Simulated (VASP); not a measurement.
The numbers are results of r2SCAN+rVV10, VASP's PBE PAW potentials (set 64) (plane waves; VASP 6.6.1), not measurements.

A VASP calculation is set up with these files.

**KPOINTS**
```
Automatic mesh
0
Gamma
17 17 17
0 0 0
```

File POSCAR:
```
GaSb
6.1047720
  0.0000000000   0.4999999837   0.4999999837
  0.4999999837   0.0000000000   0.4999999837
  0.4999999837   0.4999999837   0.0000000000
Ga Sb
1 1
Cartesian
  0.0000000000   0.0000000000   0.0000000000
  0.2499999919   0.2499999919   0.2499999919
```

INCAR:
```
ALGO=Normal
BPARAM=11.95
CPARAM=0.0093
CSHIFT=0.1
EDIFF=1E-7
ENCUT=400
ISMEAR=0
LASPH=.TRUE.
LCHARG=.FALSE.
LMAXMIX=4
LMIXTAU=.TRUE.
LOPTICS=.TRUE.
LPEAD=.TRUE.
LREAL=.FALSE.
LUSE_VDW=.TRUE.
LWAVE=.FALSE.
METAGGA=R2SCAN
NBANDS=39
NEDOS=1001
NELM=100
PREC=Accurate
SIGMA=0.01
SYSTEM=GaSb
```

POTCAR, in this order: Ga_d Sb (PBE.64 set). Program: vasp_std.

What VASP printed:

OSZICAR:
```
       N       E                     dE             d eps       ncg     rms          rms(c)
DAV:   1     0.101483639511E+03    0.10148E+03   -0.55436E+03 16309   0.499E+02
DAV:   2    -0.225023934248E+02   -0.12399E+03   -0.10900E+03 13299   0.227E+02
DAV:   3    -0.384118880303E+02   -0.15909E+02   -0.15699E+02 15642   0.443E+01
DAV:   4    -0.388166221151E+02   -0.40473E+00   -0.40450E+00 15285   0.753E+00
DAV:   5    -0.388201567651E+02   -0.35347E-02   -0.35346E-02 15779   0.711E-01    0.296E+00
DAV:   6    -0.369417039347E+02    0.18785E+01   -0.27225E-01 14007   0.381E+00    0.206E+00
DAV:   7    -0.370611130897E+02   -0.11941E+00   -0.22052E-01 13395   0.266E+00    0.586E-01
DAV:   8    -0.369664793811E+02    0.94634E-01   -0.15344E-01 13115   0.184E+00    0.200E-01
DAV:   9    -0.369761475029E+02   -0.96681E-02   -0.73663E-03 15148   0.320E-01    0.229E-01
DAV:  10    -0.369729075189E+02    0.32400E-02   -0.64692E-04 14564   0.983E-02    0.352E-01
DAV:  11    -0.369827260257E+02   -0.98185E-02   -0.10242E-02 13150   0.344E-01    0.408E-02
DAV:  12    -0.369812856713E+02    0.14404E-02   -0.90330E-04 15367   0.119E-01    0.313E-02
DAV:  13    -0.369829868275E+02   -0.17012E-02   -0.46200E-04 13593   0.763E-02    0.350E-02
DAV:  14    -0.369830467006E+02   -0.59873E-04   -0.17970E-04 14730   0.523E-02    0.262E-02
DAV:  15    -0.369831248530E+02   -0.78152E-04   -0.16792E-05 14855   0.211E-02    0.111E-02
DAV:  16    -0.369831600445E+02   -0.35191E-04   -0.33000E-05 13528   0.195E-02    0.202E-03
DAV:  17    -0.369831727848E+02   -0.12740E-04   -0.34003E-06 14883   0.992E-03    0.116E-03
DAV:  18    -0.369831718855E+02    0.89937E-06   -0.31241E-07 14537   0.261E-03    0.128E-03
DAV:  19    -0.369831735762E+02   -0.16907E-05   -0.20727E-07 14802   0.208E-03    0.547E-04
DAV:  20    -0.369831732645E+02    0.31165E-06   -0.69889E-08 14653   0.101E-03    0.139E-04
DAV:  21    -0.369831732950E+02   -0.30466E-07   -0.69979E-09 11666   0.260E-04
   1 F= -.36983173E+02 E0= -.36983173E+02  d E =-.655097E-32
 imaginary and real dielectric function
```

File OUTCAR:
```
------------------------ aborting loop because EDIFF is reached ----------------------------------------
  FORCE on cell =-STRESS in cart. coord.  units (eV):
  Direction    XX          YY          ZZ          XY          YZ          ZX
  --------------------------------------------------------------------------------------
  Total        0.0157867      0.0157867      0.0157867      0.0000000     -0.0000000     -0.0000000
  in kB        0.4446870      0.4446870      0.4446870      0.0000000     -0.0000000     -0.0000000
  external PRESSURE =       0.4446870 kB  Pullay stress =       0.0000000 kB
  volume of cell :       56.88
      direct lattice vectors                 reciprocal lattice vectors
     0.000000000  3.052385901  3.052385901    -0.163806287  0.163806287  0.163806287
     3.052385901  0.000000000  3.052385901     0.163806287 -0.163806287  0.163806287
     3.052385901  3.052385901  0.000000000     0.163806287  0.163806287 -0.163806287
  FREE ENERGIE OF THE ION-ELECTRON SYSTEM (eV)
  ---------------------------------------------------
  free  energy   TOTEN  =       -36.9831732950 eV

  energy  without entropy=      -36.9831732950  energy(sigma->0) =      -36.98317329

 plasma frequency squared (from intraband transitions) (eV^2)
  --------------------------------------------------------------------------------------
       0.000       0.000       0.000
       0.000       0.000       0.000
       0.000       0.000       0.000

 plasma frequency squared (from interband transitions, int dw w eps(2)(w)) (eV^2)
  --------------------------------------------------------------------------------------
     246.185       0.000      -0.000       0.000       0.000      -0.000
      -0.000      -0.000     246.185       0.000       0.000      -0.000
       0.000       0.000       0.000       0.000     246.185       0.000
```
(Selected blocks of OUTCAR.)

### OUTCAR
```
 val. band max:        4.7416601501   @ k =   0.0000   0.0000   0.0000

 cond. band min:       5.2389660523   @ k =   0.0000   0.0000   0.0000


 Fermi energy:         4.8200957806

 k-point     1 :       0.0000    0.0000    0.0000
  band No.  band energies     occupation
      1     -10.7528      2.00000
      2     -10.7528      2.00000
      3     -10.7527      2.00000
      4     -10.6943      2.00000
      5     -10.6943      2.00000
      6      -7.2459      2.00000
      7       4.7416      2.00000
      8       4.7417      2.00000
      9       4.7417      2.00000
     10       5.2390      0.00000
     11       7.7057      0.00000
     12       7.7058      0.00000
     13       7.7058      0.00000
     14      10.9950      0.00000
     15      13.7551      0.00000
     16      13.7551      0.00000
     17      14.7877      0.00000
     18      14.7877      0.00000
     19      14.7877      0.00000
     20      17.4217      0.00000
     21      25.6573      0.00000
     22      25.6573      0.00000
     23      25.6573      0.00000
     24      26.8837      0.00000
     25      26.8839      0.00000
     26      26.8839      0.00000
     27      27.2560      0.00000
     28      27.2560      0.00000
     29      28.8350      0.00000
     30      28.8351      0.00000
     31      28.8351      0.00000
     32      35.0077      0.00000
     33      35.0077      0.00000
     34      35.5211      0.00000
     35      35.7577      0.00000
     36      35.7577      0.00000
     37      35.7579      0.00000
     38      36.8111      0.00000
     39      37.0373      0.00000

 k-point     2 :       0.0588    0.0000    0.0000
  band No.  band energies     occupation
      1     -10.7537      2.00000
      2     -10.7521      2.00000
      3     -10.7520      2.00000
      4     -10.6943      2.00000
      5     -10.6943      2.00000
      6      -7.2078      2.00000
      7       3.9584      2.00000
      8       4.6736      2.00000
      9       4.6737      2.00000
...
```

The dielectric response may not be converged in the k-mesh; for small gaps it tends to come out too large. Unless said otherwise, spin-orbit coupling is left out, though it shifts the bands of the heavy elements here.

The structure comes from a measured GaSb entry (F-43m) of the Crystallography Open Database, whose conditions weren't checked. It was relaxed first.
